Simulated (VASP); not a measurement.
A cell of Se (trig) near equilibrium:

```
Se
1.0
    2.02164    -3.50159     0.00000
    2.02164     3.50159     0.00000
    0.00000     0.00000     5.12659
Se
3
Direct
  0.00000   0.24832   0.66667
  0.75168   0.75168   0.00000
  0.24832   0.00000   0.33333
```

Method: PBEsol GGA, VASP's PBE PAW potentials (set 64) (plane waves; VASP 6.6.1).

Without a dispersion term in the relaxation, distances and binding between the weakly bound layers, chains or molecules are unreliable, and so is what depends on them.

```
run               ΔE (meV/atom)   σxx   σyy   σzz  largest shear component, with its sign (GPa)  largest force (eV/Å)  gap (eV)
----------------  -------------  ----  ----  ----  --------------------------------------------  --------------------  --------
as it is                    0.0  0.04  0.04  0.00                                          0.00                 0.018      0.44
after one change           14.2  1.38  2.58  4.33                                          0.72                 0.009      0.37
```
Stress is in GPa, positive when the cell is compressed; gaps are those on the k-mesh, and 0.00 means metallic.

### Question
Which change was made?
A) biaxial strain of -1.0 % in the xz plane with the ions relaxed
B) isotropic strain of +1.5 % with the ions relaxed
C) shear strain γ_xz = -4.0 % with the ions relaxed
D) biaxial strain of -3.0 % in the yz plane with the ions relaxed

### Answer
D, biaxial strain of -3.0 % in the yz plane with the ions relaxed

The compound is Se in the trig structure.
